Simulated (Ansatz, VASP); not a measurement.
## Cross-check of Si54N71 (V_N1) between VASP and Ansatz

Aim: how closely do two programs agree when they are given the same cell, functional and k mesh? The structure shown is the start of the Ansatz relaxation below; VASP solves that cell, so the two are compared at the walk's first step.

Calculated with Ansatz 0.2.0; plane waves, with VASP 6.6.1 beside it; single point at PBEsol.

**1. The structure**

The cell holds 125 atoms: 54 Si and 71 N. Its edges and angles: a = 13.206 Å, b = 13.206 Å, c = 8.731 Å, α = 90.0°, β = 90.0°, γ = 120.0°. It derives from Si3N4 (Si3N4 (P6_3/m)). Nearest the centre at fractional (0.576, 0.453, 0.583): Si35 at 1.71 Å, Si53 at 1.75 Å, Si32 at 1.75 Å, N80 at 2.76 Å, N115 at 2.79 Å, N99 at 2.82 Å, N92 at 2.82 Å, N122 at 2.86 Å. The cell carries charge +3.

**2. Ansatz: relaxation, PBEsol**

Ansatz runs on its PAW soft_1 files.

The two programs are compared at the cell with which this relaxation starts, whose forces are those of its first step.

Contents of input.yaml:

```yaml
crystal:
  lattice:
    - [11.43668588, 6.60297367, 0.0]
    - [-11.43668588, 6.60297367, 0.0]
    - [0.0, 0.0, 8.73076733]
  atoms:
    - { symbol: Si, position: [0.01950046, 0.80655545, 0.25] }
    - { symbol: Si, position: [0.3528338, 0.47322211, 0.25] }
    - { symbol: Si, position: [0.68616713, 0.13988878, 0.25] }
    - { symbol: Si, position: [0.21294502, 0.01950046, 0.08333333] }
    - { symbol: Si, position: [0.54627835, 0.68616713, 0.08333333] }
    - { symbol: Si, position: [0.87961168, 0.3528338, 0.08333333] }
    - { symbol: Si, position: [0.13988878, 0.45372165, 0.08333333] }
    - { symbol: Si, position: [0.47322211, 0.12038832, 0.08333333] }
    - { symbol: Si, position: [0.80655545, 0.78705498, 0.08333333] }
    - { symbol: Si, position: [0.19344455, 0.21294502, 0.25] }
    - { symbol: Si, position: [0.52677789, 0.87961168, 0.25] }
    - { symbol: Si, position: [0.86011122, 0.54627835, 0.25] }
    - { symbol: Si, position: [0.12038832, 0.6471662, 0.25] }
    - { symbol: Si, position: [0.45372165, 0.31383287, 0.25] }
    - { symbol: Si, position: [0.78705498, 0.98049954, 0.25] }
    - { symbol: Si, position: [0.31383287, 0.86011122, 0.08333333] }
    - { symbol: Si, position: [0.6471662, 0.52677789, 0.08333333] }
    - { symbol: Si, position: [0.98049954, 0.19344455, 0.08333333] }
    - { symbol: "N", position: [0.0, 0.66666667, 0.25] }
    - { symbol: "N", position: [0.33333333, 0.33333333, 0.25] }
    - { symbol: "N", position: [0.66666667, 0.0, 0.25] }
    - { symbol: "N", position: [0.0, 0.33333333, 0.08333333] }
    - { symbol: "N", position: [0.33333333, 0.0, 0.08333333] }
    - { symbol: "N", position: [0.66666667, 0.66666667, 0.08333333] }
    - { symbol: "N", position: [0.21345843, 0.45653274, 0.25] }
    - { symbol: "N", position: [0.54679176, 0.12319941, 0.25] }
    - { symbol: "N", position: [0.8801251, 0.78986608, 0.25] }
    - { symbol: "N", position: [0.09025902, 0.8801251, 0.08333333] }
    - { symbol: "N", position: [0.42359235, 0.54679176, 0.08333333] }
    - { symbol: "N", position: [0.75692569, 0.21345843, 0.08333333] }
    - { symbol: "N", position: [0.12319941, 0.57640765, 0.08333333] }
    - { symbol: "N", position: [0.45653274, 0.24307431, 0.08333333] }
    - { symbol: "N", position: [0.78986608, 0.90974098, 0.08333333] }
    - { symbol: "N", position: [0.21013392, 0.09025902, 0.25] }
    - { symbol: "N", position: [0.54346726, 0.75692569, 0.25] }
    - { symbol: "N", position: [0.87680059, 0.42359235, 0.25] }
    - { symbol: "N", position: [0.1198749, 0.21013392, 0.08333333] }
    - { symbol: "N", position: [0.45320824, 0.87680059, 0.08333333] }
    - { symbol: "N", position: [0.78654157, 0.54346726, 0.08333333] }
    - { symbol: "N", position: [0.24307431, 0.78654157, 0.25] }
    - { symbol: "N", position: [0.57640765, 0.45320824, 0.25] }
    - { symbol: "N", position: [0.90974098, 0.1198749, 0.25] }
    - { symbol: Si, position: [0.01950046, 0.80655545, 0.58333333] }
    - { symbol: Si, position: [0.3528338, 0.47322211, 0.58333333] }
    - { symbol: Si, position: [0.68616713, 0.13988878, 0.58333333] }
    - { symbol: Si, position: [0.21294502, 0.01950046, 0.41666667] }
    - { symbol: Si, position: [0.54627835, 0.68616713, 0.41666667] }
    - { symbol: Si, position: [0.87961168, 0.3528338, 0.41666667] }
    - { symbol: Si, position: [0.13988878, 0.45372165, 0.41666667] }
    - { symbol: Si, position: [0.47322211, 0.12038832, 0.41666667] }
    - { symbol: Si, position: [0.80655545, 0.78705498, 0.41666667] }
    - { symbol: Si, position: [0.19344455, 0.21294502, 0.58333333] }
    - { symbol: Si, position: [0.52677789, 0.87961168, 0.58333333] }
    - { symbol: Si, position: [0.86011122, 0.54627835, 0.58333333] }
    - { symbol: Si, position: [0.12038832, 0.6471662, 0.58333333] }
    - { symbol: Si, position: [0.45372165, 0.31383287, 0.58333333] }
    - { symbol: Si, position: [0.78705498, 0.98049954, 0.58333333] }
    - { symbol: Si, position: [0.31383287, 0.86011122, 0.41666667] }
    - { symbol: Si, position: [0.6471662, 0.52677789, 0.41666667] }
    - { symbol: Si, position: [0.98049954, 0.19344455, 0.41666667] }
    - { symbol: "N", position: [0.0, 0.66666667, 0.58333333] }
    - { symbol: "N", position: [0.33333333, 0.33333333, 0.58333333] }
    - { symbol: "N", position: [0.66666667, 0.0, 0.58333333] }
    - { symbol: "N", position: [0.0, 0.33333333, 0.41666667] }
    - { symbol: "N", position: [0.33333333, 0.0, 0.41666667] }
    - { symbol: "N", position: [0.66666667, 0.66666667, 0.41666667] }
    - { symbol: "N", position: [0.21345843, 0.45653274, 0.58333333] }
    - { symbol: "N", position: [0.54679176, 0.12319941, 0.58333333] }
    - { symbol: "N", position: [0.8801251, 0.78986608, 0.58333333] }
    - { symbol: "N", position: [0.09025902, 0.8801251, 0.41666667] }
    - { symbol: "N", position: [0.42359235, 0.54679176, 0.41666667] }
    - { symbol: "N", position: [0.75692569, 0.21345843, 0.41666667] }
    - { symbol: "N", position: [0.12319941, 0.57640765, 0.41666667] }
    - { symbol: "N", position: [0.45653274, 0.24307431, 0.41666667] }
    - { symbol: "N", position: [0.78986608, 0.90974098, 0.41666667] }
    - { symbol: "N", position: [0.21013392, 0.09025902, 0.58333333] }
    - { symbol: "N", position: [0.54346726, 0.75692569, 0.58333333] }
    - { symbol: "N", position: [0.87680059, 0.42359235, 0.58333333] }
    - { symbol: "N", position: [0.1198749, 0.21013392, 0.41666667] }
    - { symbol: "N", position: [0.45320824, 0.87680059, 0.41666667] }
    - { symbol: "N", position: [0.78654157, 0.54346726, 0.41666667] }
    - { symbol: "N", position: [0.24307431, 0.78654157, 0.58333333] }
    - { symbol: "N", position: [0.90974098, 0.1198749, 0.58333333] }
    - { symbol: Si, position: [0.01950046, 0.80655545, 0.91666667] }
    - { symbol: Si, position: [0.3528338, 0.47322211, 0.91666667] }
    - { symbol: Si, position: [0.68616713, 0.13988878, 0.91666667] }
    - { symbol: Si, position: [0.21294502, 0.01950046, 0.75] }
    - { symbol: Si, position: [0.54627835, 0.68616713, 0.75] }
    - { symbol: Si, position: [0.87961168, 0.3528338, 0.75] }
    - { symbol: Si, position: [0.13988878, 0.45372165, 0.75] }
    - { symbol: Si, position: [0.47322211, 0.12038832, 0.75] }
    - { symbol: Si, position: [0.80655545, 0.78705498, 0.75] }
    - { symbol: Si, position: [0.19344455, 0.21294502, 0.91666667] }
    - { symbol: Si, position: [0.52677789, 0.87961168, 0.91666667] }
    - { symbol: Si, position: [0.86011122, 0.54627835, 0.91666667] }
    - { symbol: Si, position: [0.12038832, 0.6471662, 0.91666667] }
    - { symbol: Si, position: [0.45372165, 0.31383287, 0.91666667] }
    - { symbol: Si, position: [0.78705498, 0.98049954, 0.91666667] }
    - { symbol: Si, position: [0.31383287, 0.86011122, 0.75] }
    - { symbol: Si, position: [0.6471662, 0.52677789, 0.75] }
    - { symbol: Si, position: [0.98049954, 0.19344455, 0.75] }
    - { symbol: "N", position: [0.0, 0.66666667, 0.91666667] }
    - { symbol: "N", position: [0.33333333, 0.33333333, 0.91666667] }
    - { symbol: "N", position: [0.66666667, 0.0, 0.91666667] }
    - { symbol: "N", position: [0.0, 0.33333333, 0.75] }
    - { symbol: "N", position: [0.33333333, 0.0, 0.75] }
    - { symbol: "N", position: [0.66666667, 0.66666667, 0.75] }
    - { symbol: "N", position: [0.21345843, 0.45653274, 0.91666667] }
    - { symbol: "N", position: [0.54679176, 0.12319941, 0.91666667] }
    - { symbol: "N", position: [0.8801251, 0.78986608, 0.91666667] }
    - { symbol: "N", position: [0.09025902, 0.8801251, 0.75] }
    - { symbol: "N", position: [0.42359235, 0.54679176, 0.75] }
    - { symbol: "N", position: [0.75692569, 0.21345843, 0.75] }
    - { symbol: "N", position: [0.12319941, 0.57640765, 0.75] }
    - { symbol: "N", position: [0.45653274, 0.24307431, 0.75] }
    - { symbol: "N", position: [0.78986608, 0.90974098, 0.75] }
    - { symbol: "N", position: [0.21013392, 0.09025902, 0.91666667] }
    - { symbol: "N", position: [0.54346726, 0.75692569, 0.91666667] }
    - { symbol: "N", position: [0.87680059, 0.42359235, 0.91666667] }
    - { symbol: "N", position: [0.1198749, 0.21013392, 0.75] }
    - { symbol: "N", position: [0.45320824, 0.87680059, 0.75] }
    - { symbol: "N", position: [0.78654157, 0.54346726, 0.75] }
    - { symbol: "N", position: [0.24307431, 0.78654157, 0.91666667] }
    - { symbol: "N", position: [0.57640765, 0.45320824, 0.91666667] }
    - { symbol: "N", position: [0.90974098, 0.1198749, 0.91666667] }
  host:
    repeats: [1, 1, 3]
    atoms:
      - { symbol: Si, position: [0.01950046, 0.80655545, 0.75] }
      - { symbol: Si, position: [0.3528338, 0.47322211, 0.75] }
      # ... 40 more atoms of the perfect host
total_charge: 3
basis:
  ecutwfc: 420
  xc_grid: 2
hamiltonian:
  xc: pbesol
  pseudopotentials: { kind: paw, azcp: { folder: soft_1 }, xc_functional: pbe }
kpoints:
  mp_grid: { grid: [1, 1, 1], shift: [0.25, 0.25, 0.25] }
scf:
  occupations: { method: fermi_dirac, width: 0.01 }
  max_iter: 80
output:
  forces: true
  charged_corrections:
    epsilon: [4.29, 4.29, 4.37]
    static_epsilon: [8.29, 8.29, 8.25]
    defect_position: [0.576408, 0.453208, 0.583333]
relax:
  f_tol: 0.02
  max_steps: 80
  random_displacement: { amplitude: 0.05, seed: 1798 }
checkpoint:
  write: "../qp3.relax_smeared.run"
  compress: false
  write_wavefunctions: true
  write_every: 100000
```

On the command line:

```sh
$ ansatz run input.yaml --threads 8 --pin off --max-ram 22609MiB --backend cpu --events-out ev --progress --plain --runs-dir out
```

Numbers of over 12 decimals in the logs are rounded to 6 here.

The program printed:

```text
Engine: ansatz 0.2.0, aarch64-unknown-linux-gnu
Pseudopotentials: kind: paw
Pseudopotential: Si, paw, valence charge 4, recommended cutoff 420 eV (normal), soft_1/Si.paw.azcp
Pseudopotential: N, paw, valence charge 5, recommended cutoff 420 eV (normal), soft_1/N.paw.azcp
Functional definition: PBEsol
  exchange = pbesol_x
  correlation = pbesol_c
Crystal: 125 atoms, lattice volume = 1318.628 Å³
Basis set: ecut = 420 eV, 25805 PW (Γ), exchange–correlation on 180×180×120 points (8 copies of the dense FFT grid, shifted against one another)
Bands: 409, of which v1, the nominal top of the filled ones, is band 284 counted from 1 (283 counted from 0)
Symmetry: 1 space group operations
k-points: 1
Non-local potential: Si, projectors of the file, l = 0: 2, l = 1: 2, l = 2: 1
Non-local potential: N, projectors of the file, l = 0: 2, l = 1: 2, l = 2: 1
PAW form: soft (Blöchl's): semilocal exchange-correlation on the pseudo side does not see the compensation charge
PAW frozen core: Si, regenerated for the run's functional, and the local potential with it (the file was generated under x = pbe(κ = 0.804, μ = 0.219515), c = pbe(β = 0.066725))
PAW frozen core: N, regenerated for the run's functional, and the local potential with it (the file was generated under x = pbe(κ = 0.804, μ = 0.219515), c = pbe(β = 0.066725))
PAW one-centre angular grid: Si, 110 points (default); XC on 64 Gauss nodes
PAW one-centre angular grid: N, 110 points (default); XC on 64 Gauss nodes
Initial density: superposition of atomic densities (chi_scale 0.1, normalization cell, long waves kept (reshape's long-wave potential 0.18 eV rms))
Initial wavefunctions: pseudopotential atomic-orbital guess
Functional: x = pbesol(κ = 0.804, μ = 0.123457), c = pbesol(β = 0.046)
SCF iter   1: F=—  HF=-60703.118646 eV  |F-HF|=—  |Δ(HF+E_count)|=         —  Δρ=1.53e-1  dr2=3.44e2  ethr=3.10e-3  ⟨swp⟩=6.0  Hψ=1690  notcnv=0  defer=105
preconditioner: auto → Resta (q_TF=auto, 2.371 Å⁻¹)  ε∞=3.6  [insulator: Δε(μ)=0.488 eV  Ē_g=15.232 eV  σ=0.010 eV  W_gap=1.00  n_scr=282 (ndim 8)  ℏωp=24.4 eV  f_vac=0.009  D(μ)=0.00/eV (n_scr^D=0)  ε∞_Penn≈3.6]
SCF iter   2: F=—  HF=-60611.628089 eV  |F-HF|=—  |Δ(HF+E_count)|=    9.15e1  Δρ=5.52e-2  dr2=3.94e1  ethr=3.10e-3  ⟨swp⟩=5.0  Hψ=985  notcnv=0  defer=118
SCF iter   3: F=—  HF=-60601.637256 eV  |F-HF|=—  |Δ(HF+E_count)|=    9.99e0  Δρ=2.00e-2  dr2=4.22e0  ethr=3.10e-3  ⟨swp⟩=4.0  Hψ=587  notcnv=0  defer=118
SCF iter   4: F=—  HF=-60601.096294 eV  |F-HF|=—  |Δ(HF+E_count)|=   5.41e-1  Δρ=7.38e-3  dr2=1.00e0  ethr=7.44e-4  ⟨swp⟩=2.0  Hψ=477  notcnv=0  defer=118
SCF iter   5: F=—  HF=-60601.077641 eV  |F-HF|=—  |Δ(HF+E_count)|=   1.87e-2  Δρ=1.96e-3  dr2=5.69e-2  ethr=1.77e-4  ⟨swp⟩=1.0  Hψ=291  notcnv=0  defer=118
SCF iter   6: F=—  HF=-60601.099350 eV  |F-HF|=—  |Δ(HF+E_count)|=   2.17e-2  Δρ=7.58e-4  dr2=1.15e-2  ethr=1.00e-5  ⟨swp⟩=5.0  Hψ=588  notcnv=0  defer=118
SCF iter   7: F=—  HF=-60601.106724 eV  |F-HF|=—  |Δ(HF+E_count)|=   7.37e-3  Δρ=2.90e-4  dr2=2.46e-3  ethr=2.03e-6  ⟨swp⟩=2.0  Hψ=460  notcnv=0  defer=118
SCF iter   8: F=—  HF=-60601.107156 eV  |F-HF|=—  |Δ(HF+E_count)|=   4.32e-4  Δρ=9.36e-5  dr2=2.07e-4  ethr=4.33e-7  ⟨swp⟩=2.0  Hψ=548  notcnv=0  defer=118
SCF iter   9: F=—  HF=-60601.107306 eV  |F-HF|=—  |Δ(HF+E_count)|=   1.50e-4  Δρ=4.39e-5  dr2=2.58e-5  ethr=3.65e-8  ⟨swp⟩=2.0  Hψ=480  notcnv=0  defer=118
SCF iter  10: F=-60601.107302 eV  HF=-60601.107309 eV  |F-HF|=7.20e-6  |Δ(HF+E_count)|=   2.99e-6  Δρ=2.08e-5  dr2=8.96e-6  ethr=1.76e-9  ⟨swp⟩=4.0  Hψ=1194  notcnv=0
SCF 1 converged in 10 iterations: F = -60601.107302 eV  dr2 = 8.96e-6
  greatest PAW one-centre occupation: 0.796 electrons in one spin orbital (limit 2), on the N atom at site 80 (counted from 0), in its partial waves of l = 0
relax step   1: F+E_penalty+E_count = -60601.10730203 eV  Δ(F+E_penalty+E_count) = +0.000e0 eV  max|allowed force component| = 2.977e0 eV/Å  Δτ_max = 0.0000 Å  (10 SCF iters, dr2 threshold 1.00e-5 eV, accepted)
Initial density: handed on by an earlier stage of this run
Initial wavefunctions: those handed on with the density
iter 1 solved again at ethr=1.46e-4 eV; its pass at ethr=3.10e-3 eV (dr2=8.29e-1 eV) is discarded
SCF iter   1: F=—  HF=-60604.408678 eV  |F-HF|=—  |Δ(HF+E_count)|=         —  Δρ=6.98e-3  dr2=8.47e-1  ethr=1.46e-4  ⟨swp⟩=1.0  Hψ=1873  notcnv=0  defer=118
preconditioner: auto → LDOS  [insulator: Δε(μ)=0.034 eV  Ē_g=14.031 eV  σ=0.010 eV  W_gap=0.69  n_scr=282 (ndim 8)  ℏωp=24.4 eV  f_vac=0.036  D(μ)=52.98/eV (n_scr^D=438)  ε∞_Penn≈4.0  β→1.0]
SCF iter   2: F=—  HF=-60604.272773 eV  |F-HF|=—  |Δ(HF+E_count)|=   1.36e-1  Δρ=3.79e-3  dr2=2.74e-1  ethr=1.46e-4  ⟨swp⟩=3.0  Hψ=810  notcnv=0  defer=118
SCF iter   3: F=—  HF=-60604.185775 eV  |F-HF|=—  |Δ(HF+E_count)|=   8.70e-2  Δρ=9.17e-4  dr2=2.01e-2  ethr=4.82e-5  ⟨swp⟩=3.0  Hψ=517  notcnv=0  defer=118
[...]
- { symbol: N, position: [-0.00179834, 0.665960, 0.251562] }
    - { symbol: N, position: [0.333417, 0.333217, 0.250660] }
    - { symbol: N, position: [0.666783, -3.0270577532021115e-5, 0.250282] }
    - { symbol: N, position: [0.000222688, 0.333548, 0.083433] }
    - { symbol: N, position: [0.333161, 0.000114772, 0.083471] }
    - { symbol: N, position: [0.666029, 0.667150, 0.083427] }
    - { symbol: N, position: [0.213672, 0.457007, 0.250368] }
    - { symbol: N, position: [0.547067, 0.123233, 0.249653] }
    - { symbol: N, position: [0.878540, 0.788349, 0.250477] }
    - { symbol: N, position: [0.089263, 0.879832, 0.083372] }
    - { symbol: N, position: [0.423582, 0.546456, 0.083429] }
    - { symbol: N, position: [0.757401, 0.213145, 0.083059] }
    - { symbol: N, position: [0.122179, 0.576611, 0.083680] }
    - { symbol: N, position: [0.457127, 0.243556, 0.083242] }
    - { symbol: N, position: [0.789858, 0.909918, 0.083612] }
    - { symbol: N, position: [0.210887, 0.090770, 0.249932] }
    - { symbol: N, position: [0.543160, 0.757061, 0.250201] }
    - { symbol: N, position: [0.876580, 0.423286, 0.249756] }
    - { symbol: N, position: [0.120332, 0.210742, 0.083372] }
    - { symbol: N, position: [0.453132, 0.877269, 0.083487] }
    - { symbol: N, position: [0.785170, 0.542591, 0.083111] }
    - { symbol: N, position: [0.242136, 0.787033, 0.250450] }
    - { symbol: N, position: [0.575746, 0.453835, 0.250823] }
    - { symbol: N, position: [0.910197, 0.119930, 0.250407] }
    - { symbol: Si, position: [0.019303, 0.807078, 0.583381] }
    - { symbol: Si, position: [0.352490, 0.475678, 0.583418] }
    - { symbol: Si, position: [0.687121, 0.140245, 0.583014] }
    - { symbol: Si, position: [0.212239, 0.019631, 0.416556] }
    - { symbol: Si, position: [0.544972, 0.686654, 0.416902] }
    - { symbol: Si, position: [0.879376, 0.352540, 0.416356] }
    - { symbol: Si, position: [0.140126, 0.454533, 0.416728] }
    - { symbol: Si, position: [0.474881, 0.120432, 0.416739] }
    - { symbol: Si, position: [0.806495, 0.787044, 0.417446] }
    - { symbol: Si, position: [0.193889, 0.213598, 0.583364] }
    - { symbol: Si, position: [0.526002, 0.879689, 0.583386] }
    - { symbol: Si, position: [0.860325, 0.545409, 0.583090] }
    - { symbol: Si, position: [0.120963, 0.647693, 0.583641] }
    - { symbol: Si, position: [0.449842, 0.309678, 0.583172] }
    - { symbol: Si, position: [0.787549, 0.980283, 0.583526] }
    - { symbol: Si, position: [0.313585, 0.860332, 0.416820] }
    - { symbol: Si, position: [0.646186, 0.526818, 0.417839] }
    - { symbol: Si, position: [0.980925, 0.193058, 0.416996] }
[...]
- { symbol: Si, position: [0.018634, 0.806682, 0.916467] }
    - { symbol: Si, position: [0.352948, 0.473398, 0.916895] }
    - { symbol: Si, position: [0.686690, 0.140226, 0.916490] }
    - { symbol: Si, position: [0.212336, 0.019675, 0.749948] }
    - { symbol: Si, position: [0.545145, 0.686704, 0.749843] }
    - { symbol: Si, position: [0.879489, 0.352585, 0.749628] }
[...]
- { symbol: Si, position: [0.526425, 0.879723, 0.916736] }
    - { symbol: Si, position: [0.858349, 0.544770, 0.916315] }
    - { symbol: Si, position: [0.119822, 0.647368, 0.916658] }
    - { symbol: Si, position: [0.453940, 0.314612, 0.917318] }
    - { symbol: Si, position: [0.787592, 0.980577, 0.916831] }
    - { symbol: Si, position: [0.313584, 0.860419, 0.750377] }
    - { symbol: Si, position: [0.646241, 0.526963, 0.748448] }
    - { symbol: Si, position: [0.980939, 0.193154, 0.749918] }
[...]
- { symbol: N, position: [0.543194, 0.757107, 0.916621] }
    - { symbol: N, position: [0.876542, 0.423269, 0.916226] }
    - { symbol: N, position: [0.121064, 0.211383, 0.749738] }
    - { symbol: N, position: [0.453318, 0.878019, 0.750268] }
    - { symbol: N, position: [0.783417, 0.539954, 0.747459] }
    - { symbol: N, position: [0.242186, 0.787099, 0.916827] }
    - { symbol: N, position: [0.575790, 0.453844, 0.915556] }
    - { symbol: N, position: [0.910207, 0.119970, 0.916612] }
```

In the SCF lines HF is the Harris–Foulkes energy and dr2 the Hartree energy of the density residual, in eV; the loop may stop once dr2 is under the threshold and the program's other checks hold. Hψ counts applications of the Hamiltonian.

(Continued in part 2 of 2.)

[Lines on the potential files, build, host, timing and source positions are cut from VASP's logs without a mark.]

[Logs are printed without paths, hosts, clocks, repeated set-up lines and the standing remarks that a program may print on its own settings, such as how far it seeks lower states.]

[Hosts, paths, dates, database ids (printed as entryN), source tags and the programs' standing remarks are cut or masked in the printed files.]
